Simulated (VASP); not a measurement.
Data:

```
CuNi
1.0
    1.23471     0.71286     4.06572
   -1.23471     0.71286     4.06572
    0.00000    -1.42572     4.06572
Cu Ni
1 1
Direct
  0.00000   0.00000   0.00000
  0.50000   0.50000   0.50000
```

The numbers are results of PBEsol GGA, VASP's PBE PAW potentials (set 64) (plane waves; VASP), not measurements. Settings: 400 eV cut-off, Gaussian smearing of 0.050 eV, potentials Cu Ni.

Question: Predict the band gap (along the path) with the smallest direct gap where there is one.

Answer: 
```yaml
band gap (along the path): none (metal, semimetal or under 0.01 eV)
```

The absolute energy has meaning only against runs of the same code, potentials and settings.

The structure comes from a computed database's CuNi entry (R-3m); how it stands against other phases isn't given here. It was relaxed first. The run is not spin-polarised, so no magnetic state was tried. The electron count is odd and the run is not spin-polarised, which forces a metal.
